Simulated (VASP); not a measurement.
# CsLiCr2Te2S3 (P1) in VASP: equation of state

Aim: energy against volume of CsLiCr2Te2S3 in PBE, for its equilibrium volume and stiffness.

Program: VASP 6.6.1. These are calculated values, not measurements. Logs are shortened: lines on timing, memory, paths and dates and some standing lists are left out, and cuts for length are marked.

**1. The structure**

The typed cell holds 9 atoms: a = 6.108 Å, b = 6.358 Å, c = 7.995 Å, α = 101.14°, β = 99.87°, γ = 111.27°.

The cell was built by a generator and needn't be a form met in nature.

**2. Equation of state, PBE, collinear spin, ferromagnetic start, 28.60 Å³/atom (volume scaled by 0.94)**

INCAR reads:

```
  ALGO = Normal
  EDIFF = 1E-7
  ENCUT = 520
  GGA = PE
  ISIF = 2
  ISMEAR = -1
  ISPIN = 2
  KPAR = 4
  LASPH = T
  LCHARG = F
  LMAXMIX = 4
  LORBIT = 11
  LREAL = F
  LWAVE = F
  MAGMOM = 0 0 3 3 0 0 0 0 0
  NBANDS = 47
  NELM = 120
  PREC = Accurate
  SIGMA = 0.05
```

KPOINTS reads:

```
k-points
0
Gamma
  5 5 4
```

POSCAR reads:

```
CsLiCr2Te2S3
1.0
    5.9832335851     -0.0184749940      0.0056913953
   -2.2415085257      5.8104247997      0.0032620217
   -1.3563545178     -2.1491629432      7.4082179058
Cs Li Cr Te S
1 1 2 2 3
Direct
    0.0634800000      0.1017800000      0.9939400000
    0.5702600000      0.5814300000      0.5740300000
    0.0780100000      0.5013800000      0.5799000000
    0.4316200000      0.0297200000      0.5372200000
    0.5445800000      0.7673200000      0.2819800000
    0.0114300000      0.6593200000      0.2990200000
    0.7780000000      0.3713300000      0.7077300000
    0.3940200000      0.8250800000      0.7487500000
    0.1960500000      0.2300900000      0.4864600000
```

Potentials or basis: VASP PAW PBE potentials, release 64 (Cs_sv, Li_sv, Cr_pv, Te, S).

Launch:

```
cat potpaw_PBE.64/Cs_sv/POTCAR potpaw_PBE.64/Li_sv/POTCAR potpaw_PBE.64/Cr_pv/POTCAR potpaw_PBE.64/Te/POTCAR potpaw_PBE.64/S/POTCAR > POTCAR
mpirun -np 4 vasp_std > vasp.out
```

OUTCAR:

```text
EDIFF = 1E-7
   ENCUT = 520
   GGA = PE
   ISIF = 2
   ISMEAR = -1
   ISPIN = 2
   LASPH = T
   LORBIT = 11
   LREAL = F
   NELM = 120
   PREC = Accurate

 Found     51 irreducible k-points:

 Following reciprocal coordinates:
            Coordinates               Weight
  0.000000  0.000000  0.000000      1.000000
  0.200000  0.000000  0.000000      2.000000
  0.400000  0.000000  0.000000      2.000000
  0.000000  0.200000 -0.000000      2.000000
  0.200000  0.200000 -0.000000      2.000000
  0.400000  0.200000 -0.000000      2.000000
   k-points           NKPTS =     51   k-points in BZ     NKDIM =     51   number of bands    NBANDS=     47
   number of dos      NEDOS =    301   number of ions     NIONS =      9
   total plane-waves  NPLWV = 138240
   dimension x,y,z NGX =    48 NGY =   48 NGZ =   60
   dimension x,y,z NGXF=    96 NGYF=   96 NGZF=  120
   ions per type =               1   1   2   2   3
   NGX,Y,Z   is equivalent  to a cutoff of  13.34, 12.81, 12.74 a.u.
   NGXF,Y,Z  is equivalent  to a cutoff of  26.67, 25.63, 25.47 a.u.
 SYSTEM =  unknown system
   PREC   = accura    normal or accurate (medium, high low for compatibility)
   ISTART =      0    job   : 0-new  1-cont  2-samecut
   ICHARG =      2    charge: 1-file 2-atom 10-const
   ISPIN  =      2    spin polarized calculation?
   LNONCOLLINEAR =      F non collinear calculations
   LSORBIT =      F    spin-orbit coupling
   LASPH  =      T    aspherical Exc in radial PAW
   ENCUT  =  520.0 eV  38.22 Ry    6.18 a.u.  11.12 11.58 14.56*2*pi/ulx,y,z
   NELM   =    120;   NELMIN=  2; NELMDL= -5     # of ELM steps
   EDIFF  = 0.1E-06   stopping-criterion for ELM
   LREAL  =      F    real-space projection
   EDIFFG = 0.1E-05   stopping-criterion for IOM
   NSW    =      0    number of steps for IOM
   IBRION =     -1    ionic relax: 0-MD 1-quasi-New 2-CG
   NFREE  =      0    steps in history (QN), initial steepest desc. (CG)
   ISIF   =      2    stress and relaxation
   ISYM   =      2    0-nonsym 1-usesym 2-fastsym
   POTIM  = 0.5000    time-step for ionic-motion
   TEBEG  =    0.0;   TEEND  =   0.0 temperature during run
   PSTRESS=    0.0 pullay stress
   NELECT =      66.0000    total number of electrons
   NUPDOWN=      -1.0000    fix difference up-down
   EMIN   =  10.00;   EMAX   =-10.00  energy-range for DOS
   EFERMI =   0.00;   METHOD = LEGACY
   ISMEAR =    -1;   SIGMA  =   0.05  broadening in eV -4-tet -1-fermi 0-gaus
   EFERMI_NEDOS =   21; number of points for ismear=-14 and -15
   IALGO  =     38    algorithm
   IMIX   =      4    mixing-type and parameters
     AMIX     =   0.40;   BMIX     =  1.00
     AMIX_MAG =   1.60;   BMIX_MAG =  1.00
  volume/ion in A,a.u.               =      28.60       192.97
  Fermi-wavevector in a.u.,A,eV,Ry     =   1.040108  1.965519 14.719123  1.081825
  Thomas-Fermi vector in A             =   2.174669
   LORBIT       =     11    0 simple, 1 ext, 2 COOP (PROOUT), +10 PAW based schemes
   GGA     = PE    functional components
   LHFCALC =     F    Hartree Fock is set to
   AEXX    =    0.0000 exact exchange contribution
   IVDW    =     0    specifies the selected vdW correction
   LEPSILON=     F    determine dielectric tensor
   LRPA    =     F    only Hartree local field effects (RPA)
 spin polarized calculation
  energy-cutoff  :      520.00
  volume of cell :      257.36
 maximum number of plane-waves:      6950
 NGX is ok and might be reduce to    48
   NGX = 23   NGY = 23   NGZ = 29

 number of electron      65.9999995 magnetization       5.3213945

 Free energy of the ion-electron system (eV)
  ---------------------------------------------------
  ext. energy  EPLUGINS =         0.00000000
  ---------------------------------------------------
  free energy    TOTEN  =       -45.99968147 eV

  energy without entropy =      -45.97154260  energy(sigma->0) =      -45.98561204

 E-fermi :   3.5522     XC(G=0):  -8.3432

 val. band max:        3.5335506792   @ k =  -0.4000   0.4000   0.5000
[... 62 lines left out ...]

 k-point     4 :       0.0000    0.2000   -0.0000
  band No.  band energies     occupation
      1     -42.3396      1.00000
      2     -38.6575      1.00000
      3     -38.5324      1.00000
      4     -38.2855      1.00000
      5     -38.1657      1.00000
      6     -38.0947      1.00000
[... 37 lines left out ...]
     44       8.1687      0.00000
     45       8.3462      0.00000

 k-point     5 :       0.2000    0.2000   -0.0000
  band No.  band energies     occupation
      1     -42.3396      1.00000
      2     -38.6575      1.00000
      3     -38.5323      1.00000
      4     -38.2854      1.00000
      5     -38.1657      1.00000
      6     -38.0948      1.00000
[... 37 lines left out ...]
     44       8.0548      0.00000
     45       8.1632      0.00000

 k-point     6 :       0.4000    0.2000   -0.0000
  band No.  band energies     occupation
      1     -42.3396      1.00000
      2     -38.6575      1.00000
      3     -38.5323      1.00000
      4     -38.2854      1.00000
      5     -38.1657      1.00000
      6     -38.0948      1.00000
[... 37 lines left out ...]
     44       8.0953      0.00000
     45       8.1869      0.00000

 [... further k-points ...]

 [bands above 45 left out]

------------------------ aborting loop because EDIFF is reached ----------------------------------------

  FORCE on cell =-STRESS in cart. coord.  units (eV):
  Direction    XX          YY          ZZ          XY          YZ          ZX
  --------------------------------------------------------------------------------------
  -------------------------------------------------------------------------------------
  Total        5.5959955      4.0023163      2.9859899     -0.0147491      0.2564541      0.0017172
  in kB       34.8381476     24.9166186     18.5894285     -0.0918212      1.5965675      0.0106908
  external PRESSURE =      26.1147316 kB  Pullay stress =       0.0000000 kB

 VOLUME and BASIS-vectors are now :
 -----------------------------------------------------------------------------
  energy-cutoff  :      520.00
  volume of cell :      257.36
      direct lattice vectors                 reciprocal lattice vectors
     5.983233585 -0.018474994  0.005691395     0.167285954  0.064506805  0.049341785
    -2.241508526  5.810424800  0.003262022     0.000484292  0.172263177  0.050063121
    -1.356354518 -2.149162943  7.408217906    -0.000128731 -0.000125409  0.134925279

 POSITION                                       TOTAL-FORCE (eV/Angst)
 -----------------------------------------------------------------------------------
     -1.19646     -1.54593      7.36402         0.019738     -0.013872     -0.013870
      1.33013      2.13414      4.25768         0.067380      0.094450     -0.002422
     -1.44365      1.66549      4.29811        -0.254784      0.152927     -0.167496
      1.78720     -0.98986      3.98240         0.140993     -0.070961     -0.210328
      1.15593      3.84237      2.09457         0.225553      0.129382     -0.194556
     -1.81506      3.18808      2.21742        -0.237883     -0.116428     -0.239099
      2.86268      0.62218      5.24866        -0.162605     -0.030321      0.453852
     -0.50748      3.17760      5.55184         0.168037      0.085825      0.606867
     -0.00255      0.28782      3.60567         0.033571     -0.231002     -0.232948
 -----------------------------------------------------------------------------------
    total drift:                               -0.000724     -0.000783      0.000190

  FREE ENERGIE OF THE ION-ELECTRON SYSTEM (eV)
  ---------------------------------------------------
  free  energy   TOTEN  =       -45.9996814733 eV

  energy  without entropy=      -45.9715426031  energy(sigma->0) =      -45.98561204

 total charge

# of ion       s       p       d       tot
------------------------------------------
    1        1.833   4.704   0.028   6.564
    2        2.022   0.062   0.000   2.084
    3        0.359   6.323   4.245  10.928
    4        0.301   6.272   4.164  10.737
    5        1.391   1.968   0.029   3.388
    6        1.396   1.951   0.042   3.389
    7        1.335   2.424   0.000   3.760
    8        1.341   2.414   0.000   3.754
    9        1.346   2.423   0.000   3.768
--------------------------------------------------
tot         11.323  28.542   8.508  48.372

 magnetization (x)

# of ion       s       p       d       tot
------------------------------------------
    1        0.000   0.000   0.002   0.002
    2        0.001   0.001   0.000   0.001
    3        0.034   0.028   2.346   2.409
    4        0.035   0.033   2.724   2.793
    5       -0.002  -0.054   0.003  -0.054
    6       -0.004  -0.097   0.005  -0.096
    7       -0.002  -0.045   0.000  -0.047
    8       -0.003  -0.064   0.000  -0.066
    9       -0.001  -0.094   0.000  -0.095
--------------------------------------------------
tot          0.059  -0.291   5.080   4.848
```

Run time: 9.9 min. Hardware: 4 MPI ranks of Intel Xeon Platinum 8488C (Sapphire Rapids), shared host; peak memory 1.1 GiB.

Results:

```
Free energy                                           : -45.9997 eV
Largest force                                         : 0.636 eV/Å
Band gap on the k mesh                                : none (metal or under the smearing width)
Net moment                                            : 5.32 μB per cell
Site moments                                          : Cs +0.00; Li +0.00; Cr +2.41, +2.79; Te -0.05, -0.10; S -0.05, -0.07, -0.10 μB
Valence electrons inside the program's atomic spheres : Cs 6.56; Li 2.08; Cr 10.93, 10.74; Te 3.39; S 3.76, 3.75, 3.77
```

Caveat: the cutoff is under 1.25 times the usual one of these potentials, so pressure, stress and relaxed cells hold a basis-set (Pulay) error; only a ferromagnetic start was run, and an antiferromagnetic order may lie lower in energy.

**3. Equation of state, PBE, collinear spin, ferromagnetic start, 29.20 Å³/atom (volume scaled by 0.96)**

INCAR is that of step 2.

KPOINTS is that of step 2.

POSCAR, as its differences from that of step 2:

```diff
@@ -2,5 +2,5 @@
 1.0
-    5.9832335851     -0.0184749940      0.0056913953
-   -2.2415085257      5.8104247997      0.0032620217
-   -1.3563545178     -2.1491629432      7.4082179058
+    6.0253704212     -0.0186051039      0.0057314769
+   -2.2572943171      5.8513446324      0.0032849945
+   -1.3659066249     -2.1642983922      7.4603901733
 Cs Li Cr Te S
```

Potentials or basis: VASP PAW PBE potentials, release 64 (Cs_sv, Li_sv, Cr_pv, Te, S).

Launch:

```
cat potpaw_PBE.64/Cs_sv/POTCAR potpaw_PBE.64/Li_sv/POTCAR potpaw_PBE.64/Cr_pv/POTCAR potpaw_PBE.64/Te/POTCAR potpaw_PBE.64/S/POTCAR > POTCAR
mpirun -np 4 vasp_std > vasp.out
```

Wall time 7.6 min (4 MPI ranks of Intel Xeon Platinum 8488C (Sapphire Rapids), shared host); peak memory 1.1 GiB.

The run converged. Its results:

```
Free energy                                           : -46.0730 eV
Largest force                                         : 0.399 eV/Å
Band gap on the k mesh                                : none (metal or under the smearing width)
Net moment                                            : 5.35 μB per cell
Site moments                                          : Cs +0.00; Li +0.00; Cr +2.45, +2.83; Te -0.06, -0.10; S -0.05, -0.07, -0.10 μB
Valence electrons inside the program's atomic spheres : Cs 6.56; Li 2.08; Cr 10.88, 10.70; Te 3.38; S 3.75, 3.76
```

Caveat: the cutoff is under 1.25 times the usual one of these potentials, so pressure, stress and relaxed cells hold a basis-set (Pulay) error; only a ferromagnetic start was run, and an antiferromagnetic order may lie lower in energy.

**4. Equation of state, PBE, collinear spin, ferromagnetic start, 29.81 Å³/atom (volume scaled by 0.98)**

INCAR is that of step 3.

KPOINTS is that of step 3.

POSCAR, as its differences from that of step 3:

```diff
@@ -2,5 +2,5 @@
 1.0
-    6.0253704212     -0.0186051039      0.0057314769
-   -2.2572943171      5.8513446324      0.0032849945
-   -1.3659066249     -2.1642983922      7.4603901733
+    6.0669260131     -0.0187334190      0.0057710055
+   -2.2728623561      5.8917000086      0.0033076503
+   -1.3753269683     -2.1792250597      7.5118427660
 Cs Li Cr Te S
```

Launch:

```
cat potpaw_PBE.64/Cs_sv/POTCAR potpaw_PBE.64/Li_sv/POTCAR potpaw_PBE.64/Cr_pv/POTCAR potpaw_PBE.64/Te/POTCAR potpaw_PBE.64/S/POTCAR > POTCAR
mpirun -np 4 vasp_std > vasp.out
```

Run time: 7.6 min. Hardware: 4 MPI ranks of Intel Xeon Platinum 8488C (Sapphire Rapids), shared host; peak memory 1.1 GiB.

The run converged. Its results:

```
Free energy                                           : -46.1146 eV
Largest force                                         : 0.181 eV/Å
Band gap on the k mesh                                : none (metal or under the smearing width)
Net moment                                            : 5.39 μB per cell
Site moments                                          : Cs +0.00; Li +0.00; Cr +2.49, +2.86; Te -0.06, -0.10; S -0.06, -0.08, -0.11 μB
Valence electrons inside the program's atomic spheres : Cs 6.56; Li 2.08; Cr 10.84, 10.67; Te 3.37; S 3.75, 3.74
```

Caveat: the cutoff is under 1.25 times the usual one of these potentials, so pressure, stress and relaxed cells hold a basis-set (Pulay) error; only a ferromagnetic start was run, and an antiferromagnetic order may lie lower in energy.

**5. Equation of state, PBE, collinear spin, ferromagnetic start, 31.03 Å³/atom (volume scaled by 1.02)**

INCAR is that of step 4.

KPOINTS is that of step 4.

POSCAR, as its differences from that of step 4:

```diff
@@ -2,5 +2,5 @@
 1.0
-    6.0669260131     -0.0187334190      0.0057710055
-   -2.2728623561      5.8917000086      0.0033076503
-   -1.3753269683     -2.1792250597      7.5118427660
+    6.1483709802     -0.0189849043      0.0058484779
+   -2.3033742165      5.9707926680      0.0033520536
+   -1.3937899361     -2.2084798936      7.6126849033
 Cs Li Cr Te S
```

Launch:

```
cat potpaw_PBE.64/Cs_sv/POTCAR potpaw_PBE.64/Li_sv/POTCAR potpaw_PBE.64/Cr_pv/POTCAR potpaw_PBE.64/Te/POTCAR potpaw_PBE.64/S/POTCAR > POTCAR
mpirun -np 4 vasp_std > vasp.out
```

Wall time 7.8 min (4 MPI ranks of Intel Xeon Platinum 8488C (Sapphire Rapids), shared host); peak memory 1.2 GiB.

Results (log left out):

- Free energy: -46.1147 eV
- Largest force: 0.209 eV/Å
- Band gap on the k mesh: none (metal or under the smearing width)
- Net moment: 5.45 μB per cell
- Site moments: Cs +0.00; Li +0.00; Cr +2.56, +2.93; Te -0.06, -0.11; S -0.07, -0.09, -0.12 μB
- Valence electrons inside the program's atomic spheres: Cs 6.56; Li 2.07; Cr 10.77, 10.61; Te 3.35; S 3.73, 3.74

Caveat: the cutoff is under 1.25 times the usual one of these potentials, so pressure, stress and relaxed cells hold a basis-set (Pulay) error; only a ferromagnetic start was run, and an antiferromagnetic order may lie lower in energy.

**6. Equation of state, PBE, collinear spin, ferromagnetic start, 31.64 Å³/atom (volume scaled by 1.04)**

INCAR is that of step 5.

KPOINTS is that of step 5.

POSCAR, as its differences from that of step 5:

```diff
@@ -2,5 +2,5 @@
 1.0
-    6.1483709802     -0.0189849043      0.0058484779
-   -2.3033742165      5.9707926680      0.0033520536
-   -1.3937899361     -2.2084798936      7.6126849033
+    6.1882965858     -0.0191081864      0.0058864561
+   -2.3183316110      6.0095651354      0.0033738208
+   -1.4028407737     -2.2228210740      7.6621193073
 Cs Li Cr Te S
```

Potentials or basis: VASP PAW PBE potentials, release 64 (Cs_sv, Li_sv, Cr_pv, Te, S).

Launch:

```
cat potpaw_PBE.64/Cs_sv/POTCAR potpaw_PBE.64/Li_sv/POTCAR potpaw_PBE.64/Cr_pv/POTCAR potpaw_PBE.64/Te/POTCAR potpaw_PBE.64/S/POTCAR > POTCAR
mpirun -np 4 vasp_std > vasp.out
```

Run time: 7.8 min. Hardware: 4 MPI ranks of Intel Xeon Platinum 8488C (Sapphire Rapids), shared host; peak memory 1.2 GiB.

It converged, with:

| Item | Value |
| --- | --- |
| Free energy | -46.0788 eV |
| Largest force | 0.382 eV/Å |
| Band gap on the k mesh | none (metal or under the smearing width) |
| Net moment | 5.47 μB per cell |
| Site moments | Cs +0.00; Li +0.00; Cr +2.60, +2.96; Te -0.06, -0.12; S -0.07, -0.10, -0.12 μB |
| Valence electrons inside the program's atomic spheres | Cs 6.56; Li 2.07; Cr 10.74, 10.58; Te 3.35, 3.34; S 3.73, 3.72 |

Caveat: the cutoff is under 1.25 times the usual one of these potentials, so pressure, stress and relaxed cells hold a basis-set (Pulay) error; only a ferromagnetic start was run, and an antiferromagnetic order may lie lower in energy.

**7. Equation of state, PBE, collinear spin, ferromagnetic start, 32.25 Å³/atom (volume scaled by 1.06)**

INCAR is that of step 6.

KPOINTS is that of step 6.

POSCAR, as its differences from that of step 6:

```diff
@@ -2,5 +2,5 @@
 1.0
-    6.1882965858     -0.0191081864      0.0058864561
-   -2.3183316110      6.0095651354      0.0033738208
-   -1.4028407737     -2.2228210740      7.6621193073
+    6.2277135503     -0.0192298978      0.0059239505
+   -2.3330984525      6.0478436523      0.0033953107
+   -1.4117763062     -2.2369795518      7.7109239309
 Cs Li Cr Te S
```

Launch:

```
cat potpaw_PBE.64/Cs_sv/POTCAR potpaw_PBE.64/Li_sv/POTCAR potpaw_PBE.64/Cr_pv/POTCAR potpaw_PBE.64/Te/POTCAR potpaw_PBE.64/S/POTCAR > POTCAR
mpirun -np 4 vasp_std > vasp.out
```

Run time: 11 min. Hardware: 4 MPI ranks of Intel Xeon Platinum 8488C (Sapphire Rapids), shared host; peak memory 1.2 GiB.

It converged, with:

| Property | Result |
| --- | --- |
| Free energy | -46.0220 eV |
| Largest force | 0.543 eV/Å |
| Band gap on the k mesh | none (metal or under the smearing width) |
| Net moment | 5.50 μB per cell |
| Site moments | Cs +0.00; Li +0.00; Cr +2.63, +2.99; Te -0.06, -0.12; S -0.08, -0.10, -0.13 μB |
| Valence electrons inside the program's atomic spheres | Cs 6.56; Li 2.06; Cr 10.71, 10.55; Te 3.34; S 3.72, 3.71, 3.73 |

Caveat: the cutoff is under 1.25 times the usual one of these potentials, so pressure, stress and relaxed cells hold a basis-set (Pulay) error; only a ferromagnetic start was run, and an antiferromagnetic order may lie lower in energy.

**8. Equation of state, PBE, collinear spin, ferromagnetic start**

Potentials or basis: VASP PAW PBE potentials, release 64 (Cs_sv, Li_sv, Cr_pv, Te, S).

No new run: the results of the series are fitted here.

Results:

```yaml
Equilibrium_volume: 30.41 Å³/atom
Bulk_modulus_at_fixed_shape_and_positions: 38 GPa
Pressure_derivative_of_the_bulk_modulus: 4.3
```

Energy against volume, from the lowest point:
| volume (Å³/atom) | energy (meV/atom) |
| --- | --- |
| 28.595 | 14.20 |
| 29.203 | 6.05 |
| 29.812 | 1.44 |
| 30.420 | 0.00 |
| 31.029 | 1.42 |
| 31.637 | 5.42 |
| 32.245 | 11.72 |

Caveat: the cutoff is under 1.25 times the usual one of these potentials, so pressure, stress and relaxed cells hold a basis-set (Pulay) error; the cell was scaled at fixed shape and fractional positions, which overstates the stiffness of a crystal with free parameters, most of all of layers and chains.
